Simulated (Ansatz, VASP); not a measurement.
# KTaO3: VASP beside Ansatz, part 3 of 3

One calculation is typed for both programs; each brings its own data sets. How far apart do they land? The cell is taken from a series of runs on this material, whose earlier steps may have relaxed, scaled, displaced or heated it; both programs get it as it stands.

VASP 6.6.1 and Ansatz 0.2.0.

So far: The starting structure; VASP: zone-centre phonons, LDA.

### Step 3. Ansatz: zone-centre phonons, LDA

Level of this step: Ansatz beside VASP: Kohn-Sham DFT, plane waves, LDA (Ansatz).

Ansatz runs on its PAW soft_1 files.

The same cell, functional (in two slightly different forms) and mesh now go to Ansatz, which takes its cutoff from its data sets.

The input, input.yaml:

```yaml
crystal:
  lattice:
    - [3.8149926643, 0.0, 0.0]
    - [0.0, 3.8149926643, 0.0]
    - [0.0, 0.0, 3.8149926643]
  atoms:
    - { symbol: O, position: [0.5, 0.0, 0.0] }
    - { symbol: O, position: [0.0, 0.5, 0.0] }
    - { symbol: O, position: [0.0, 0.0, 0.5] }
    - { symbol: K, position: [0.5, 0.5, 0.5] }
    - { symbol: Ta, position: [0.0, 0.0, 0.0] }
kpoints:
  mp_grid: { grid: [8, 8, 8] }
hamiltonian:
  xc: lda
  pseudopotentials: { kind: paw, azcp: { folder: soft_1 }, xc_functional: pbe }
scf:
  occupations: { method: fixed }
output:
  eigenvalues: true
phonons:
  method: dfpt
  dielectric: true
  rigid_motions: translations
```

Started as:

```console
$ ansatz run input.yaml --threads 8 --pin off --max-ram 16384MiB --backend cpu --events-out ev --progress --plain --runs-dir out
```

Numbers of over 12 decimals in the logs are rounded to 6 here.

The log of the run:

```text
Engine: ansatz 0.2.0, aarch64-unknown-linux-gnu
Pseudopotentials: kind: paw
Pseudopotential: O, paw, valence charge 6, recommended cutoff 420 eV (normal), soft_1/O.paw.azcp
Pseudopotential: K, paw, valence charge 9, recommended cutoff 420 eV (normal), soft_1/K.paw.azcp
Pseudopotential: Ta, paw, valence charge 13, recommended cutoff 420 eV (normal), soft_1/Ta.paw.azcp
Functional definition: SPW92
  exchange = slater_x
  correlation = pw_c
Crystal: 5 atoms, lattice volume = 55.524 Å³
Basis set: ecut = 420 eV, 1045 PW (Γ), exchange–correlation on 54×54×54 points (8 copies of the dense FFT grid, shifted against one another)
Bands: 25, of which v1, the nominal top of the filled ones, is band 20 counted from 1 (19 counted from 0)
Symmetry: 48 space group operations
k-points: 170 of 512 (irreducible under 2 space group operations, time reversal used)
Non-local potential: O, projectors of the file, l = 0: 2, l = 1: 2, l = 2: 1
Non-local potential: K, projectors of the file, l = 0: 3, l = 1: 2, l = 2: 2
Non-local potential: Ta, projectors of the file, l = 0: 3, l = 1: 2, l = 2: 2, l = 3: 1
PAW form: soft (Blöchl's): semilocal exchange-correlation on the pseudo side does not see the compensation charge
PAW frozen core: O, regenerated for the run's functional, and the local potential with it (the file was generated under x = pbe(κ = 0.804, μ = 0.219515), c = pbe(β = 0.066725))
PAW frozen core: K, regenerated for the run's functional, and the local potential with it (the file was generated under x = pbe(κ = 0.804, μ = 0.219515), c = pbe(β = 0.066725))
PAW frozen core: Ta, regenerated for the run's functional, and the local potential with it (the file was generated under x = pbe(κ = 0.804, μ = 0.219515), c = pbe(β = 0.066725))
PAW one-centre angular grid: O, 110 points (default); XC on 64 Gauss nodes
PAW one-centre angular grid: K, 110 points (default); XC on 64 Gauss nodes
PAW one-centre angular grid: Ta, 590 points (default); XC on 64 Gauss nodes
Initial density: superposition of atomic densities (chi_scale 0.1, normalization cell, long waves kept (reshape's long-wave potential 0.00 eV rms))
Initial wavefunctions: pseudopotential atomic-orbital guess
Functional: x = slater, c = lda
SCF iter   1: F=—  HF=-12851.765058 eV  |F-HF|=—  |Δ(HF+E_count)|=         —  Δρ=6.10e-2  dr2=1.63e0  ethr=3.10e-3  ⟨swp⟩=4.6  Hψ=18237  notcnv=0  defer=431
preconditioner: auto → Resta (q_TF=auto, 2.583 Å⁻¹)  ε∞=4.5  [insulator: Δε(μ)=2.728 eV  Ē_g=14.504 eV  n_scr=18 (ndim 8)  ℏωp=27.3 eV  f_vac=0.000  ε∞_Penn≈4.5]
SCF iter   2: F=—  HF=-12851.418338 eV  |F-HF|=—  |Δ(HF+E_count)|=   3.47e-1  Δρ=3.11e-2  dr2=3.89e-1  ethr=3.10e-3  ⟨swp⟩=2.0  Hψ=8110  notcnv=0  defer=361
SCF iter   3: F=—  HF=-12851.324248 eV  |F-HF|=—  |Δ(HF+E_count)|=   9.41e-2  Δρ=1.07e-2  dr2=5.32e-2  ethr=9.73e-4  ⟨swp⟩=2.0  Hψ=7223  notcnv=0  defer=435
SCF iter   4: F=—  HF=-12851.313329 eV  |F-HF|=—  |Δ(HF+E_count)|=   1.09e-2  Δρ=3.39e-3  dr2=4.09e-3  ethr=1.33e-4  ⟨swp⟩=2.1  Hψ=6958  notcnv=0  defer=474
SCF iter   5: F=—  HF=-12851.312654 eV  |F-HF|=—  |Δ(HF+E_count)|=   6.75e-4  Δρ=5.31e-4  dr2=1.46e-4  ethr=1.02e-5  ⟨swp⟩=2.1  Hψ=5823  notcnv=0  defer=490
SCF iter   6: F=—  HF=-12851.312642 eV  |F-HF|=—  |Δ(HF+E_count)|=   1.21e-5  Δρ=9.27e-5  dr2=3.94e-6  ethr=3.65e-7  ⟨swp⟩=2.1  Hψ=6210  notcnv=0  defer=379
SCF iter   7: F=—  HF=-12851.312641 eV  |F-HF|=—  |Δ(HF+E_count)|=   1.14e-6  Δρ=1.51e-5  dr2=9.79e-8  ethr=9.85e-9  ⟨swp⟩=2.5  Hψ=7019  notcnv=0  defer=318
SCF iter   8: F=—  HF=-12851.312640 eV  |F-HF|=—  |Δ(HF+E_count)|=   1.79e-8  Δρ=2.25e-6  dr2=1.66e-9  ethr=2.45e-10  ⟨swp⟩=2.7  Hψ=7316  notcnv=0  defer=318
SCF iter   9: F=-12851.312640 eV  HF=-12851.312640 eV  |F-HF|=3.64e-12  |Δ(HF+E_count)|=  3.82e-11  Δρ=1.92e-7  dr2=1.53e-11  ethr=1.00e-12  ⟨swp⟩=13.2  Hψ=28120  notcnv=0
SCF 1 converged in 9 iterations: F = -12851.312640 eV  dr2 = 1.53e-11
  greatest PAW one-centre occupation: 0.999 electrons in one spin orbital (limit 2), on the Ta atom at site 4 (counted from 0), in its partial waves of l = 0
DFPT response loops at Γ: preconditioner auto → none (the input reference at scf.mixing.eps_inf says where Resta's filter doesn't serve); β = 0.50; Broyden in place of MSR1
── the response to a field inside a basis, on 8×8×8 k-points: an SCF that follows is theirs, and a resumed run solves both again ──
Bands: 21, of which v1, the nominal top of the filled ones, is band 20 counted from 1 (19 counted from 0)
k-points: 20 of 512
Initial density: handed on by an earlier stage of this run
Initial wavefunctions: pseudopotential atomic-orbital guess (no wavefunctions were taken with the density)
Eigensolver: Dense (20 Hₖ)
SCF iter   1: F=—  HF=-12851.313139 eV  |F-HF|=—  |Δ(HF+E_count)|=         —  Δρ=5.16e-4  dr2=2.50e-5  ethr=1.00e-1
preconditioner: auto → Resta (q_TF=auto, 2.583 Å⁻¹)  ε∞=5.8  [insulator: Δε(μ)=2.669 eV  Ē_g=12.925 eV  n_scr=18 (ndim 8)  ℏωp=28.2 eV  f_vac=0.003  ε∞_Penn≈5.8]
SCF iter   2: F=—  HF=-12851.313132 eV  |F-HF|=—  |Δ(HF+E_count)|=   7.59e-6  Δρ=2.29e-4  dr2=6.95e-6  ethr=6.26e-8
SCF iter   3: F=—  HF=-12851.313130 eV  |F-HF|=—  |Δ(HF+E_count)|=   1.54e-6  Δρ=8.69e-5  dr2=7.20e-7  ethr=1.74e-8
SCF iter   4: F=-12851.313130 eV  HF=-12851.313130 eV  |F-HF|=1.31e-8  |Δ(HF+E_count)|=   1.90e-7  Δρ=5.07e-6  dr2=1.85e-8  ethr=1.80e-9
SCF 1 converged in 4 iterations: F = -12851.313130 eV  dr2 = 1.85e-8
DFPT response loops at Γ: mixed as the last ones told, above
SCF converged after 9 iterations
Free energy (F): -12851.312640 eV
Harris-Foulkes:  -12851.312640 eV  (|F-HF|=3.64e-12)
Internal energy: -12851.312640 eV  (E = F + TS)
E sigma→0 (E₀):  -12851.312640 eV
Fermi energy:    10.287638 eV
--- Per-component energies (eV) ---
  E_band       = -188.395468
  E_kinetic    = 1163.245798
  E_local      = -2055.106418  (includes V_loc(G=0)·N_el)
  E_nonlocal   = 177.374621
  E_hartree    = 738.304353
  E_xc         = -667.179319
  E_vxc        = -675.053958  (∫ρ·V_xc dr)
  E_paw        = -9259.256428  (= ΣΔE_a)
  E_vpaw       = -275.466742  (= ΣTr[D̂ρ^β])
  E_aug_tail   = 0.002477  (compensation charges beyond the density's cutoff)
  E_ewald      = -2949.504985
  E_core_change = 0.807262  (= ΣΔE_core)
  E_smearing   = -0.000000  (= −TS)
  E_closure    = -0.000000  (closes the sum)
  Σ components = -12851.312640   (vs F -12851.312640, Δ=0.00e0)
--- Band table (eV; the first three rows and the last of 170) ---
  k-point 0: bands = [... 16 lower, 8.9890, 9.7851, 9.7851, 9.7851, 12.6253, 12.6253, 12.6253, 17.7825, ... 1 higher]
  k-point 1: bands = [... 16 lower, 8.8864, 9.1991, 9.6969, 9.6969, 12.6583, 13.2184, 13.2184, 18.0921, ... 1 higher]
  k-point 2: bands = [... 16 lower, 8.4151, 8.6547, 9.6071, 9.6071, 12.7405, 14.4592, 14.4592, 18.7604, ... 1 higher]
  k-point 169: bands = [... 16 lower, 5.9698, 10.2876, 10.2876, 10.2876, 17.9965, 17.9965, 17.9965, 19.4010, ... 1 higher]
--- Phonons (Γ-DFPT): 4 representative perturbations + reference, on 170 of 512 k-points (Σ response iterations 12) ---
  k mesh reduced under 2 symmetry operations, with k and −k counted as one. Each operation leaves every solved perturbation unchanged. A smaller set is not considered because the run solves the response to a homogeneous field
  ASR residual: 1.212e-4 → 0.000e0 eV/Å²; symmetrization residual: 2.955e-6 eV/Å²
  ASR residual per site (eV/Å²): 5.46e-5 5.46e-5 5.46e-5 1.21e-4 1.63e-5
  Γ frequencies (cm⁻¹): 0.00 0.00 0.00 103.59 103.59 103.59 187.69 187.69 187.69 225.74 225.74 225.74 730.24 730.24 730.24
  ε∞ (high-frequency dielectric tensor):
        5.280420     0.000000    -0.000000
        0.000000     5.280420     0.000000
       -0.000000     0.000000     5.280420
  ε⁰ (static dielectric tensor: ions relaxed, cell fixed):
      105.070043    -0.000000     0.000000
       -0.000000   105.070043     0.000000
        0.000000     0.000000   105.070043
  ε⁰ − ε∞ (ionic part):
       99.789623    -0.000000     0.000000
       -0.000000    99.789623     0.000000
        0.000000     0.000000    99.789623
  softest optical mode at Γ: 103.59 cm⁻¹; the repairs (sum rule, projections) moved no ω² at Γ by more than (1.30 cm⁻¹)²
  Born effective charges Z* (e; rows j = field, columns β = displacement):
    site 0:
        -6.36888   -0.00000   -0.00000
        -0.00000   -1.72129    0.00000
        -0.00000   -0.00000   -1.72129
    site 1:
        -1.72129    0.00000   -0.00000
         0.00000   -6.36888    0.00000
        -0.00000   -0.00000   -1.72129
    site 2:
        -1.72129    0.00000    0.00000
        -0.00000   -1.72129    0.00000
        -0.00000   -0.00000   -6.36888
    site 3:
         1.16739    0.00000   -0.00000
        -0.00000    1.16739    0.00000
        -0.00000   -0.00000    1.16739
    site 4:
         8.64407    0.00000   -0.00000
        -0.00000    8.64407    0.00000
         0.00000    0.00000    8.64407
  Z* charge neutrality: 2.126e-3 e pre-enforcement
  solved inside a basis spanned on kpoints, on 8×8×8 k-points, its susceptibility summed on 12×12×12: ε∞ is read to err by 1.4e-2, Z* by 3.9e-2 e (field_mesh: kpoints solves on kpoints); Z* is corrected for what the basis lacks
  optical modes at Γ without the LO–TO term, one row a degenerate level:
      ω (cm⁻¹)  modes    IR ((D/Å)²/amu)
[...]
optical modes at Γ + LO–TO along q̂ = [1.0000, 0.0000, 0.0000]:
      ω (cm⁻¹)  modes    IR ((D/Å)²/amu)
[...]
optical modes at Γ + LO–TO along q̂ = [0.0000, 1.0000, 0.0000]:
      ω (cm⁻¹)  modes    IR ((D/Å)²/amu)
[...]
985.43      1            69.2759
  optical modes at Γ + LO–TO along q̂ = [0.0000, 0.0000, 1.0000]:
      ω (cm⁻¹)  modes    IR ((D/Å)²/amu)
        103.59      2            51.3345
        187.69      3             0.0000
        202.53      1             0.2093
        225.74      2            12.2727
        381.66      1             7.8824
        730.24      2            91.1280
        985.43      1            69.2759
```

### Step 4. Side by side

Known differences besides the potentials themselves: the two LDA forms differ slightly; fixed occupations in Ansatz, narrow Gaussian smearing in VASP; VASP's response is taken on the typed mesh, Ansatz refines its own for the field response alone; the data sets hold 40 valence electrons in Ansatz (on its PAW soft_1 files) and 38 in VASP; the cutoff is 420 eV in Ansatz and 600 eV in VASP; VASP's log shows a relativistic correction to its local exchange, Ansatz's none. Total energies have different zeros and are not compared.

The two programs side by side:

```csv
quantity,Ansatz,VASP,difference
ε∞ xx,5.28,5.37,-1.66 %
ε∞ yy,5.28,5.37,-1.66 %
ε∞ zz,5.28,5.37,-1.66 %
Born charge of O1 (mean of the diagonal) (e),-3.27,-3.29,+0.02
Born charge of K4 (mean of the diagonal) (e),1.17,1.17,0.00
Born charge of Ta5 (mean of the diagonal) (e),8.64,8.71,-0.07
optical mode 1 to 3 (cm⁻¹),103.6,101.6,+1.94 %
optical mode 4 to 6 (cm⁻¹),187.7,184.0,+1.98 %
optical mode 7 to 9 (cm⁻¹),225.7,230.5,-2.06 %
optical mode 10 to 12 (cm⁻¹),730.2,746.0,-2.11 %
```

Modes are paired by rising frequency, not by their patterns, so a pair may set unlike modes beside each other; they are those without the splitting of longitudinal modes.

### Step 5. Outcome

```json
{
  "r.m.s. difference of the optical zone-centre modes, each program's sorted by frequency (zone-centre phonons, LDA)": "8.5 cm⁻¹",
  "difference in optical mode 10 to 12 (zone-centre phonons, LDA)": "-2.1 %"
}
```

**Reading.** The r.m.s. difference of the optical zone-centre modes, each program's sorted by frequency is 8.5 cm⁻¹ (zone-centre phonons, LDA). The data sets hold unlike numbers of valence electrons (40 in Ansatz and 38 in VASP), so part of the differences comes from the potentials. Among the rows given in per cent, the largest difference of the zone-centre phonons, LDA pair is in optical mode 10 to 12, -2.1 %. Such differences can come from data sets, numerical settings and the points named under the comparisons, not from the functional's error against experiment.

[Lines on the potential files, build, host, timing and source positions are cut from VASP's logs without a mark.]

[Logs are printed without paths, hosts, clocks, repeated set-up lines and the standing remarks that a program may print on its own settings, such as how far it seeks lower states.]

[Hosts, paths, dates, database ids (printed as entryN), source tags and the programs' standing remarks are cut or masked in the printed files.]
